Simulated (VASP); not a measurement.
Data:

```yaml
crystal:
  lattice:
    - [0.00000, 2.49118, 2.49118]
    - [2.49118, 0.00000, 2.49118]
    - [2.49118, 2.49118, 0.00000]
  atoms:
    - { symbol: Hf, position: [0.00000, 0.00000, 0.00000] }
    - { symbol: O, position: [0.25000, 0.25000, 0.25000] }
    - { symbol: O, position: [0.75000, 0.75000, 0.75000] }
```

Method: r2SCAN meta-GGA, VASP's PBE PAW potentials (set 64) (plane waves; VASP). Settings: 520 eV cut-off, 9×9×9 Γ-centred mesh, Gaussian smearing of 0.050 eV, potentials Hf_pv O.

**Question.** Give the stress tensor in GPa (positive for a compressed cell).

**Answer.** 
```
9.11  0.00  0.00
0.00  9.11  0.00
0.00  0.00  9.11
```
The pressure is its mean diagonal, 9.11 GPa.

The compound is HfO2 in the fluorite structure, the high-temperature cubic form, which is unstable at 0 K; the monoclinic form is the stable one. This cell is one point of a volume scan, at 0.97 of the reference volume.
